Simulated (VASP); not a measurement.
Computed with PBE GGA, VASP's PBE PAW potentials (set 64) (plane waves; VASP 6.6.1).

Input for VASP

POSCAR:
```
BP
1
    0.0000000000     2.2700000000     2.2700000000
    2.2700000000     0.0000000000     2.2700000000
    2.2700000000     2.2700000000     0.0000000000
B P
1 1
Direct
  0.0000000000   0.0000000000   0.0000000000
  0.2500000000   0.2500000000   0.2500000000
```

### KPOINTS
```
Automatic mesh
0
G
9 9 9
```

**INCAR**
```
PREC = Accurate
LREAL = .FALSE.
ISIF = 2
EDIFF = 1E-6   # SCF stop (eV)
SYSTEM = BP
LWAVE = .FALSE.
GGA = PE   # PBE
LASPH = .TRUE.
ALGO = Normal   # blocked Davidson
SIGMA = 0.05
ISMEAR = 0   # Gaussian
LCHARG = .FALSE.
NELM = 100
ENCUT = 520   # plane-wave cut-off (eV)
```

POTCAR, in this order: B P (PBE.64 set). Program: vasp_std.

Output of the run:

### OSZICAR
```
       N       E                     dE             d eps       ncg     rms          rms(c)
DAV:   1     0.913060715297E+01    0.91306E+01   -0.39977E+03   560   0.891E+02
DAV:   2    -0.133627217286E+02   -0.22493E+02   -0.21221E+02   808   0.109E+02
DAV:   3    -0.136345539393E+02   -0.27183E+00   -0.27183E+00   720   0.155E+01
DAV:   4    -0.136350935595E+02   -0.53962E-03   -0.53962E-03   856   0.691E-01
DAV:   5    -0.136350937911E+02   -0.23162E-06   -0.23160E-06   720   0.123E-02    0.719E+00
DAV:   6    -0.130281644564E+02    0.60693E+00   -0.16342E+00   608   0.700E+00    0.393E+00
DAV:   7    -0.129377448945E+02    0.90420E-01   -0.25794E-01   848   0.310E+00    0.130E+00
DAV:   8    -0.129296404685E+02    0.81044E-02   -0.28323E-02   600   0.116E+00    0.215E-01
DAV:   9    -0.129299484908E+02   -0.30802E-03   -0.50013E-04   792   0.206E-01    0.121E-01
DAV:  10    -0.129301454288E+02   -0.19694E-03   -0.29059E-04   632   0.135E-01    0.267E-02
DAV:  11    -0.129301558685E+02   -0.10440E-04   -0.13296E-05   792   0.317E-02    0.316E-02
DAV:  12    -0.129301566095E+02   -0.74099E-06   -0.31087E-06   568   0.116E-02
   1 F= -.12930157E+02 E0= -.12930157E+02  d E =-.525612E-14
```

**OUTCAR**
```
------------------------ aborting loop because EDIFF is reached ----------------------------------------
  FORCE on cell =-STRESS in cart. coord.  units (eV):
  Direction    XX          YY          ZZ          XY          YZ          ZX
  --------------------------------------------------------------------------------------
  Total        0.0992791      0.0992791      0.0992791      0.0000000      0.0000000      0.0000000
  in kB        6.7992476      6.7992476      6.7992476      0.0000000      0.0000000      0.0000000
  external PRESSURE =       6.7992476 kB  Pullay stress =       0.0000000 kB
  volume of cell :       23.39
      direct lattice vectors                 reciprocal lattice vectors
     0.000000000  2.270000000  2.270000000    -0.220264317  0.220264317  0.220264317
     2.270000000  0.000000000  2.270000000     0.220264317 -0.220264317  0.220264317
     2.270000000  2.270000000  0.000000000     0.220264317  0.220264317 -0.220264317
  FREE ENERGIE OF THE ION-ELECTRON SYSTEM (eV)
  ---------------------------------------------------
  free  energy   TOTEN  =       -12.9301566095 eV

  energy  without entropy=      -12.9301566095  energy(sigma->0) =      -12.93015661
```
(Selected blocks of OUTCAR.)

**OUTCAR**
```
 val. band max:        7.4175268490   @ k =   0.0000   0.0000   0.0000

 cond. band min:       8.6748026210   @ k =   0.4444   0.4444   0.0000


 Fermi energy:         7.6615462841

 k-point     1 :       0.0000    0.0000    0.0000
  band No.  band energies     occupation
      1      -8.0312      2.00000
      2       7.4175      2.00000
      3       7.4175      2.00000
      4       7.4175      2.00000
      5      10.8162      0.00000
      6      10.8162      0.00000
      7      10.8162      0.00000
      8      14.7717      0.00000

 k-point     2 :       0.1111    0.0000    0.0000
  band No.  band energies     occupation
      1      -7.8092      2.00000
      2       5.8759      2.00000
      3       7.0652      2.00000
      4       7.0652      2.00000
      5      11.2991      0.00000
      6      11.3039      0.00000
      7      11.3039      0.00000
      8      15.4081      0.00000

 k-point     3 :       0.2222    0.0000    0.0000
  band No.  band energies     occupation
      1      -7.1540      2.00000
      2       3.2394      2.00000
      3       6.4437      2.00000
      4       6.4437      2.00000
      5      11.4376      0.00000
      6      12.0645      0.00000
      7      12.0645      0.00000
      8      16.7281      0.00000

 k-point     4 :       0.3333    0.0000    0.0000
  band No.  band energies     occupation
      1      -6.1188      2.00000
      2       0.6923      2.00000
      3       5.9506      2.00000
      4       5.9506      2.00000
      5      11.3086      0.00000
      6      12.2740      0.00000
      7      12.2740      0.00000
      8      17.5175      0.00000

 k-point     5 :       0.4444    0.0000    0.0000
  band No.  band energies     occupation
      1      -4.9663      2.00000
      2      -1.2524      2.00000
      3       5.6938      2.00000
      4       5.6938      2.00000
      5      11.2052      0.00000
      6      12.1559      0.00000
      7      12.1559      0.00000
...
```

The compound is BP in the zinc blende structure. The cell was not relaxed at this level.
